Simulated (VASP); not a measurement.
# SiNi: structure and properties in VASP, part 4 of 5

Aim: relax SiNi with r2SCAN, compute its properties on that cell and hold them against experiment. The start is a cell from a database of measured crystal structures.

VASP 6.6.1; r2SCAN, spin-polarised from a ferromagnetic start; plane waves and PAW (Si, Ni).

So far. Step 3 (Second relaxation): It ends with a largest force of 0.007 eV/Å and a pressure of 0.00 GPa. The volume moved by only 0.04 %, so the volume is settled. Step 4 (Density, ELF and potential (r2SCAN)): In this run the pressure is -0.04 GPa, small enough to go on; single stress components reach 0.11 GPa. The relaxed cell has a, b, c = 5.096, 3.340, 5.583 Å (conventional setting).

## (5) Band structure (r2SCAN)

Levels along the symmetry lines show where the bands peak and cross; KPOINTS_OPT computes them in the converged potential.

INCAR reads:

```
SYSTEM = SiNi
PREC = Accurate
ENCUT = 400
EDIFF = 1E-06
NELM = 100
ISMEAR = 0
SIGMA = 0.05
LREAL = .FALSE.
ALGO = Normal
METAGGA = R2SCAN
LASPH = .TRUE.
NBANDS = 55
ISPIN = 2
MAGMOM = 0 0 0 0 1 1 1 1
LMAXMIX = 4
LORBIT = 11
LWAVE = .FALSE.
LCHARG = .FALSE.
KPAR = 4
```

POSCAR reads:

```
SiNi
1.0
    5.0958065375      0.0000000000      0.0000000000
    0.0000000000      3.3403347885      0.0000000000
    0.0000000000      0.0000000000      5.5828868782
Si Ni
4 4
Direct
    0.3210913218      0.7500000000      0.0830376570
    0.1789086782      0.2500000000      0.5830376570
    0.8210913218      0.7500000000      0.4169623430
    0.6789086782      0.2500000000      0.9169623430
    0.0077000757      0.2500000000      0.1892596210
    0.4922999243      0.7500000000      0.6892596210
    0.5077000757      0.2500000000      0.3107403790
    0.9922999243      0.7500000000      0.8107403790
```

KPOINTS reads:

```
Automatic mesh
0
Gamma
5 7 4
0 0 0
```

KPOINTS_OPT reads:

```
Line mode
12
Line-mode
Reciprocal
  0.00000000   0.00000000   0.00000000 GAMMA
  0.00000000  -0.50000000   0.00000000 X

  0.00000000  -0.50000000   0.00000000 X
 -0.50000000  -0.50000000   0.00000000 S

 -0.50000000  -0.50000000   0.00000000 S
 -0.50000000   0.00000000   0.00000000 Y

 -0.50000000   0.00000000   0.00000000 Y
  0.00000000   0.00000000   0.00000000 GAMMA

  0.00000000   0.00000000   0.00000000 GAMMA
  0.00000000   0.00000000  -0.50000000 Z

  0.00000000   0.00000000  -0.50000000 Z
  0.00000000  -0.50000000  -0.50000000 U

  0.00000000  -0.50000000  -0.50000000 U
 -0.50000000  -0.50000000  -0.50000000 R

 -0.50000000  -0.50000000  -0.50000000 R
 -0.50000000   0.00000000  -0.50000000 T

 -0.50000000   0.00000000  -0.50000000 T
  0.00000000   0.00000000  -0.50000000 Z

 -0.50000000   0.00000000   0.00000000 Y
 -0.50000000   0.00000000  -0.50000000 T

  0.00000000  -0.50000000  -0.50000000 U
  0.00000000  -0.50000000   0.00000000 X

 -0.50000000  -0.50000000   0.00000000 S
 -0.50000000  -0.50000000  -0.50000000 R
```

PAW data sets: Si and Ni (PBE family, release 64).

Run with:

```bash
$ mpirun -np 4 vasp_std
```

The log of the run:

```text
[... set-up lines as in an earlier step ...]
 entering main loop
       N       E                     dE             d eps       ncg     rms          rms(c)
DAV:   1     0.312101160230E+03    0.31210E+03   -0.18995E+04  7920   0.103E+03
DAV:   2    -0.602249103381E+02   -0.37233E+03   -0.33886E+03  7928   0.262E+02
DAV:   3    -0.983957487817E+02   -0.38171E+02   -0.35625E+02  8804   0.909E+01
DAV:   4    -0.994794295700E+02   -0.10837E+01   -0.10780E+01  9307   0.159E+01
DAV:   5    -0.995047615897E+02   -0.25332E-01   -0.25327E-01  9865   0.212E+00    0.294E+01
DAV:   6    -0.101713373259E+03   -0.22086E+01   -0.63608E+01  9338   0.119E+02    0.362E+01
DAV:   7    -0.865940894307E+02    0.15119E+02   -0.22479E+01  9677   0.697E+01    0.664E+00
DAV:   8    -0.867511047146E+02   -0.15702E+00   -0.19267E+00 11057   0.138E+01    0.485E+00
DAV:   9    -0.867043768481E+02    0.46728E-01   -0.34214E-01 11017   0.540E+00    0.129E+00
DAV:  10    -0.867115818181E+02   -0.72050E-02   -0.23067E-02 11349   0.150E+00    0.598E-01
DAV:  11    -0.867126675916E+02   -0.10858E-02   -0.36841E-03 10006   0.401E-01    0.266E-01
DAV:  12    -0.867130810093E+02   -0.41342E-03   -0.81427E-04  9627   0.228E-01    0.144E-01
DAV:  13    -0.867131347433E+02   -0.53734E-04   -0.14587E-04 10167   0.868E-02    0.593E-02
DAV:  14    -0.867131479585E+02   -0.13215E-04   -0.24231E-05  9628   0.286E-02    0.130E-02
DAV:  15    -0.867131514247E+02   -0.34662E-05   -0.50853E-06  8997   0.126E-02    0.536E-03
DAV:  16    -0.867131521994E+02   -0.77470E-06   -0.73830E-07  5308   0.609E-03
   1 F= -.86713152E+02 E0= -.86712197E+02  d E =-.191020E-02  mag=    -0.0001
 Start KPOINTS_OPT (optional k-point list driver)
k-point batch [1-36\144]
       N       E                     dE             ncg
DAV:   1     0.273564326144E+05   -0.18190E+05     7936
DAV:   2     0.141801146144E+05   -0.13176E+05     7936
DAV:   3     0.128253114565E+05   -0.13548E+04     8923
DAV:   4     0.127887741867E+05   -0.36537E+02     9237
DAV:   5     0.127878138887E+05   -0.96030E+00    11348
DAV:   6     0.127878062205E+05   -0.76682E-02     9622
DAV:   7     0.127878058693E+05   -0.35125E-03    11603
DAV:   8     0.127878058674E+05   -0.18518E-05     7319
DAV:   9     0.127878058672E+05   -0.22585E-06     5776
[...]
k-point batch [109-144\144]
       N       E                     dE             ncg
DAV:   1     0.274743238330E+05   -0.25868E+05     7935
DAV:   2     0.142414998244E+05   -0.13233E+05     7944
DAV:   3     0.128737441147E+05   -0.13678E+04     9013
DAV:   4     0.128371331936E+05   -0.36611E+02     9275
DAV:   5     0.128361654320E+05   -0.96776E+00    11672
DAV:   6     0.128361586515E+05   -0.67806E-02     9374
DAV:   7     0.128361583161E+05   -0.33539E-03    11907
DAV:   8     0.128361583143E+05   -0.17921E-05     6989
DAV:   9     0.128361583141E+05   -0.22087E-06     5963
```

Elapsed: 5.8 min, on 4 MPI ranks of Intel Xeon Platinum 8559C (Emerald Rapids), shared host; peak memory 1.8 GiB; 23 min of CPU time.

OUTCAR, selected parts (step 5):

```text
   k-points           NKPTS =     36   k-points in BZ     NKDIM =     36   number of bands    NBANDS=     55

   NELECT =      56.0000    total number of electrons

 E-fermi :  10.5858

 spin component 1
 k-point     1 :       0.0000    0.0000    0.0000
  band No.  band energies     occupation
    ...
     24       8.5442      1.00000
     25       8.5596      1.00000
     26       9.3741      1.00000
     27       9.3801      1.00000
     28       9.5956      1.00000
     29      11.3062      0.00000
     30      12.0971      0.00000
     31      14.1492      0.00000
     32      14.7456      0.00000
     33      15.0755      0.00000
    ...

 k-point     2 :       0.2000    0.0000    0.0000
  band No.  band energies     occupation
    ...
     24       8.5023      1.00000
     25       8.5484      1.00000
     26       9.0742      1.00000
     27       9.8347      1.00000
     28       9.9495      1.00000
     29      12.4332      0.00000
     30      12.5578      0.00000
     31      13.6835      0.00000
     32      14.9995      0.00000
     33      15.0511      0.00000
    ...

  Total       -0.0555523      0.0155144     -0.0797935      0.0000000      0.0000000      0.0000000
  in kB       -0.9365937      0.2615669     -1.3452912      0.0000000      0.0000000      0.0000000
  external PRESSURE =      -0.6734394 kB  Pullay stress =       0.0000000 kB

 POSITION                                       TOTAL-FORCE (eV/Angst)
 -----------------------------------------------------------------------------------
      1.63622      2.50525      0.46359         0.006331     -0.000000      0.002349
      0.91168      0.83508      3.25503        -0.006331     -0.000000      0.002349
      4.18412      2.50525      2.32785         0.006331     -0.000000     -0.002349
      3.45959      0.83508      5.11930        -0.006331     -0.000000     -0.002349
      0.03924      0.83508      1.05662         0.002403     -0.000000     -0.003046
      2.50867      2.50525      3.84806        -0.002403      0.000000     -0.003046
      2.58714      0.83508      1.73483         0.002403     -0.000000      0.003046
      5.05657      2.50525      4.52627        -0.002403      0.000000      0.003046
 -----------------------------------------------------------------------------------
    total drift:                                0.000000      0.000000     -0.000000

  FREE ENERGIE OF THE ION-ELECTRON SYSTEM (eV)
  ---------------------------------------------------
  free  energy   TOTEN  =       -86.7131521994 eV

  energy  without entropy=      -86.7112420019  energy(sigma->0) =      -86.71219710

 magnetization (x)
# of ion       s       p       d       tot
------------------------------------------
    1        0.000   0.000   0.000   0.000
    2        0.000   0.000   0.000   0.000
    3        0.000   0.000   0.000   0.000
    4        0.000   0.000   0.000   0.000
    5       -0.000  -0.000  -0.000  -0.000
    6       -0.000  -0.000  -0.000  -0.000
    7       -0.000  -0.000  -0.000  -0.000
    8       -0.000  -0.000  -0.000  -0.000
--------------------------------------------------
tot          0.000   0.000  -0.000  -0.000

[... 8 parts as in an earlier step ...]

[... 13 further parts left out ...]
```

Numbers from this step:

| Item | Value |
| --- | --- |
| bands | 55 |
| pressure | -0.06734 GPa |

Both spin channels agree. The electronic bands at the labelled points (eV, zero at the Fermi level; # counts the bands kept in this run, so #1 is VASP's band 2):

```tsv
point	#24	#25	#26	#27	#28	#29	#30	#31
Γ	-2.03	-1.21	-1.21	-0.99	0.72	1.51	3.56	4.16
0.45 of the way	-1.91	-1.27	-1.10	-0.80	0.51	0.81	1.56	1.89
X	-2.04	-2.04	-1.52	-1.52	-0.58	-0.58	2.14	2.14
0.55 of the way	-1.95	-1.95	-1.79	-1.79	0.17	0.17	1.11	1.11
S	-1.79	-1.79	-1.79	-1.79	0.55	0.55	0.55	0.55
0.55 of the way	-1.63	-1.63	-0.84	-0.84	1.56	1.56	2.39	2.39
Y	-1.98	-1.98	1.17	1.17	1.20	1.20	4.20	4.20
0.45 of the way	-2.04	-1.66	-0.48	-0.26	2.23	2.59	2.70	4.33
Γ	-2.03	-1.21	-1.21	-0.99	0.72	1.51	3.56	4.16
0.45 of the way	-1.66	-1.49	-0.95	-0.50	1.00	2.17	2.65	3.78
Z	-1.56	-1.56	-0.25	-0.25	0.99	0.99	3.63	3.63
0.45 of the way	-1.60	-1.60	-0.88	-0.88	0.36	0.36	2.81	2.81
U	-2.11	-2.11	-1.80	-1.80	0.18	0.18	1.58	1.58
0.45 of the way	-2.11	-2.11	-1.96	-1.96	1.16	1.16	2.21	2.21
R	-2.02	-2.02	-2.02	-2.02	2.69	2.69	2.69	2.69
0.45 of the way	-1.38	-1.38	-0.63	-0.63	1.01	1.01	1.71	1.71
T	-1.09	-1.09	0.86	0.86	2.47	2.47	2.97	2.97
0.55 of the way	-1.26	-1.26	-0.14	-0.14	1.39	1.39	3.10	3.10
Z	-1.56	-1.56	-0.25	-0.25	0.99	0.99	3.63	3.63
jump to Y	-1.98	-1.98	1.17	1.17	1.20	1.20	4.20	4.20
0.55 of the way	-1.73	-1.73	1.18	1.18	1.69	1.69	3.46	3.46
T	-1.09	-1.09	0.86	0.86	2.47	2.47	2.97	2.97
jump to U	-2.11	-2.11	-1.80	-1.80	0.18	0.18	1.58	1.58
0.45 of the way	-2.09	-2.09	-1.74	-1.74	-0.20	-0.20	1.74	1.74
X	-2.04	-2.04	-1.52	-1.52	-0.58	-0.58	2.14	2.14
jump to S	-1.79	-1.79	-1.79	-1.79	0.55	0.55	0.55	0.55
```

Of the projections kept (Si, Ni), the largest for each band there, as a share of the weight inside these atoms' spheres; weight between the spheres isn't counted:

```tsv
point	#24	#25	#26	#27	#28	#29	#30	#31
Γ	Ni 0.88	Ni 0.51	Ni 0.90	Ni 0.93	Ni 0.86	Ni 0.74	Si 0.53	Ni 0.52
X	Ni 0.98	Ni 0.98	Ni 0.86	Ni 0.86	Ni 0.93	Ni 0.93	Ni 0.75	Ni 0.75
S	Ni 0.96	Ni 0.96	Ni 0.96	Ni 0.96	Ni 0.84	Ni 0.84	Ni 0.84	Ni 0.84
Y	Ni 1.00	Ni 1.00	Ni 0.63	Ni 0.63	Ni 0.68	Ni 0.68	Si 0.54	Si 0.54
Γ	Ni 0.88	Ni 0.51	Ni 0.90	Ni 0.93	Ni 0.86	Ni 0.74	Si 0.53	Ni 0.52
Z	Ni 0.86	Ni 0.86	Ni 0.86	Ni 0.86	Ni 0.65	Ni 0.65	Ni 0.53	Ni 0.53
```

There is no gap at this level.

Of the bands kept, 4 cross the Fermi level on this path.

## (6) Density of states (r2SCAN)

A density of states needs more k-points than a total energy, and tetrahedra (ISMEAR = -5) or a smearing that fits the mesh; LORBIT projects the states on the PAW spheres. The mesh is finer than in the run before.

Changes to INCAR since step 5:

```diff
@@ -5,3 +5,3 @@
 NELM = 100
-ISMEAR = 0
+ISMEAR = -5
 SIGMA = 0.05
@@ -19 +19,2 @@
 KPAR = 4
+NEDOS = 2001
```

POSCAR is that of step 5.

KPOINTS reads:

```
Automatic mesh
0
Gamma
7 10 6
0 0 0
```

Run with:

```bash
$ mpirun -np 4 vasp_std
```

The log of the run:

```text
[... set-up lines as in an earlier step ...]
 entering main loop
       N       E                     dE             d eps       ncg     rms          rms(c)
DAV:   1     0.312768758176E+03    0.31277E+03   -0.19008E+04 21120   0.103E+03
DAV:   2    -0.603078210296E+02   -0.37308E+03   -0.33967E+03 21127   0.262E+02
DAV:   3    -0.984087826103E+02   -0.38101E+02   -0.35637E+02 23538   0.910E+01
DAV:   4    -0.994884305697E+02   -0.10796E+01   -0.10737E+01 24841   0.158E+01
DAV:   5    -0.995140517473E+02   -0.25621E-01   -0.25605E-01 26855   0.212E+00    0.294E+01
DAV:   6    -0.101664891451E+03   -0.21508E+01   -0.63469E+01 24984   0.119E+02    0.363E+01
DAV:   7    -0.865678733622E+02    0.15097E+02   -0.22706E+01 25816   0.697E+01    0.654E+00
DAV:   8    -0.867186486262E+02   -0.15078E+00   -0.19064E+00 29552   0.136E+01    0.481E+00
DAV:   9    -0.866739749795E+02    0.44674E-01   -0.35014E-01 29620   0.561E+00    0.122E+00
DAV:  10    -0.866835376659E+02   -0.95627E-02   -0.24898E-02 28921   0.155E+00    0.603E-01
DAV:  11    -0.866849067287E+02   -0.13691E-02   -0.33138E-03 28688   0.416E-01    0.272E-01
DAV:  12    -0.866852598873E+02   -0.35316E-03   -0.77191E-04 24657   0.204E-01    0.139E-01
DAV:  13    -0.866852944933E+02   -0.34606E-04   -0.12608E-04 27050   0.794E-02    0.664E-02
DAV:  14    -0.866852955746E+02   -0.10813E-05   -0.23118E-05 25831   0.285E-02    0.145E-02
DAV:  15    -0.866852966007E+02   -0.10261E-05   -0.50966E-06 24342   0.141E-02    0.492E-03
DAV:  16    -0.866852966991E+02   -0.98425E-07   -0.10223E-06 14817   0.596E-03
   1 F= -.86685297E+02 E0= -.86685297E+02  d E =0.000000E+00  mag=    -0.0002
 -----------------------------------------------------------------------------
|                                                                             |
|           W    W    AA    RRRRR   N    N  II  N    N   GGGG   !!!           |
|           W    W   A  A   R    R  NN   N  II  NN   N  G    G  !!!           |
|           W    W  A    A  R    R  N N  N  II  N N  N  G       !!!           |
|           W WW W  AAAAAA  RRRRR   N  N N  II  N  N N  G  GGG   !            |
|           WW  WW  A    A  R   R   N   NN  II  N   NN  G    G                |
|           W    W  A    A  R    R  N    N  II  N    N   GGGG   !!!           |
|                                                                             |
|     Tetrahedron method does not include variations of the Fermi             |
|     occupations, so forces and stress will be inaccurate. We suggest        |
|     using a different smearing scheme ISMEAR = 1 or 2 for metals in         |
|     relaxations.                                                            |
|                                                                             |
 -----------------------------------------------------------------------------
```

The job ended after 5.9 min (4 MPI ranks; peak memory 2.1 GiB; 23 min of CPU time).

From OUTCAR (step 6):

```text
   k-points           NKPTS =     96   k-points in BZ     NKDIM =     96   number of bands    NBANDS=     55

   NELECT =      56.0000    total number of electrons

 E-fermi :  10.6570

 spin component 1
 k-point     1 :       0.0000    0.0000    0.0000
  band No.  band energies     occupation
    ...
     24       8.5378      1.00000
     25       8.5569      1.00000
     26       9.3738      1.00000
     27       9.3745      1.00000
     28       9.5881      1.00000
     29      11.3016      0.00000
     30      12.0928      0.00000
     31      14.1469      0.00000
     32      14.7458      0.00000
     33      15.0735      0.00000
    ...

 k-point     2 :       0.1429    0.0000    0.0000
  band No.  band energies     occupation
    ...
     24       8.5185      1.00000
     25       8.5434      1.00000
     26       9.1907      1.00000
     27       9.6908      1.00000
     28       9.6958      1.00008
     29      11.9331      0.00000
     30      12.3470      0.00000
     31      13.9139      0.00000
     32      14.8805      0.00000
     33      15.0737      0.00000
    ...

  Total        0.2875116      0.1012905     -0.4443358      0.0000000      0.0000000      0.0000000
  in kB        4.8473478      1.7077240     -7.4913504      0.0000000      0.0000000      0.0000000
  external PRESSURE =      -0.3120929 kB  Pullay stress =       0.0000000 kB

 POSITION                                       TOTAL-FORCE (eV/Angst)
 -----------------------------------------------------------------------------------
      1.63622      2.50525      0.46359        -0.005382     -0.000000      0.003864
      0.91168      0.83508      3.25503         0.005382     -0.000000      0.003864
      4.18412      2.50525      2.32785        -0.005382      0.000000     -0.003864
      3.45959      0.83508      5.11930         0.005382     -0.000000     -0.003864
      0.03924      0.83508      1.05662         0.012920     -0.000000     -0.024626
      2.50867      2.50525      3.84806        -0.012920      0.000000     -0.024626
      2.58714      0.83508      1.73483         0.012920     -0.000000      0.024626
      5.05657      2.50525      4.52627        -0.012920      0.000000      0.024626
 -----------------------------------------------------------------------------------
    total drift:                                0.000000      0.000000     -0.000000

  FREE ENERGIE OF THE ION-ELECTRON SYSTEM (eV)
  ---------------------------------------------------
  free  energy   TOTEN  =       -86.6852966991 eV

  energy  without entropy=      -86.6852966991  energy(sigma->0) =      -86.68529670

[... 8 parts as in an earlier step ...]

[... 14 further parts left out ...]
```

With tetrahedra the forces and stress of a metal are not exact derivatives of the energy.

This step gave:

```
irreducible k-points                                 : 96
free energy (TOTEN)                                  : -86.6853 eV
Fermi energy                                         : 10.66 eV
pressure                                             : -0.03121 GPa
DOS at the Fermi level, one point of the energy grid : 1.867 states/eV/cell
```

The density of states has structure finer than the step of the table below, so its rows give means over 0.5 eV, whole bins alone (the curve runs from -12.0 to 2.98 eV). Peaks (eV: height): total -3.88: 16.8, -3.31: 17.2, -3.10: 16.8, -2.24: 18.9; Ni d -3.31: 13.5, -3.10: 13.4, -2.53: 14.7, -2.24: 17.0; Si p -4.31: 1.10, -3.96: 1.01, -3.67: 0.968, -3.38: 0.818; Ni p -3.88: 0.65, -3.67: 0.595, -3.38: 0.777, -1.45: 0.680; Ni s -8.82: 0.323, -6.53: 0.519, -5.67: 0.342, -4.39: 0.340.

States under -12.0 eV and over 3.0 eV are left out; both spin channels agree and are summed. Density of states against energy, zero at the Fermi level; means over each step; values in states/eV/cell:

```tsv
energy (eV)	total	Ni d	Si p	Ni p	Ni s	Si s
-11.5	1.24	0.0248	0.0431	0.0888	0.171	0.390
-11.0	1.16	0.0353	0.0470	0.0919	0.135	0.363
-10.5	1.08	0.0461	0.0484	0.0940	0.105	0.341
-10.0	1.45	0.0738	0.0708	0.126	0.160	0.431
-9.5	1.20	0.0712	0.0633	0.102	0.158	0.333
-9.0	2.23	0.224	0.104	0.183	0.247	0.654
-8.5	2.82	0.374	0.109	0.243	0.228	0.886
-8.0	1.94	0.322	0.0571	0.190	0.0880	0.650
-7.5	0.0427	0.00871	0.00102	0.00393	9.8e-4	0.0148
-7.0	1.12	0.216	0.189	0.0765	0.155	0.0493
-6.5	3.49	0.826	0.571	0.228	0.408	0.159
-6.0	3.09	0.920	0.480	0.200	0.290	0.140
-5.5	3.82	1.46	0.551	0.214	0.307	0.130
-5.0	3.52	1.62	0.454	0.193	0.215	0.0912
-4.5	7.33	4.22	0.788	0.363	0.271	0.0804
-4.0	11.3	8.05	0.774	0.417	0.163	0.0536
-3.5	14.2	11.0	0.699	0.551	0.0913	0.0521
-3.0	14.0	11.3	0.516	0.478	0.0778	0.0355
-2.5	13.3	11.6	0.263	0.272	0.0872	0.0280
-2.0	10.4	8.82	0.269	0.358	0.0911	0.0553
-1.5	5.62	3.56	0.438	0.561	0.0742	0.0799
-1.0	2.26	1.41	0.195	0.204	0.0481	0.0406
-0.5	2.02	1.24	0.187	0.159	0.0442	0.0581
0.0	1.97	1.07	0.224	0.174	0.0410	0.0744
0.5	2.93	1.42	0.381	0.269	0.0765	0.136
1.0	2.63	1.15	0.372	0.242	0.0848	0.140
1.5	2.60	1.04	0.396	0.219	0.115	0.169
2.0	3.23	1.20	0.527	0.260	0.135	0.233
2.5	2.61	0.898	0.452	0.197	0.136	0.170
```

The finer mesh and the other smearing move the Fermi level by +0.07 eV from the 5×7×4 run, one measure of the sampling error in the zero of the bands above. Of the states within 0.3 eV of the Fermi level, the largest shares in the PAW spheres are Ni d 54 %, Si p 11 % and Ni p 9 %. The rest lies in smaller channels or between the spheres.

[end of part 4 of 5]

[Lines on the potential files, build, host, timing and source positions are cut from VASP's logs without a mark.]

[Logs are printed without paths, hosts, clocks, repeated set-up lines and the standing remarks that a program may print on its own settings, such as how far it seeks lower states.]

[Hosts, paths, dates, database ids (printed as entryN), source tags and the programs' standing remarks are cut or masked in the printed files.]

[A measured line is paired with the nearest computed mode of its activity, which favours agreement.]

[In band tables of VASP the shares of atoms and orbitals are scaled to a sum of 1 inside the atoms' spheres.]
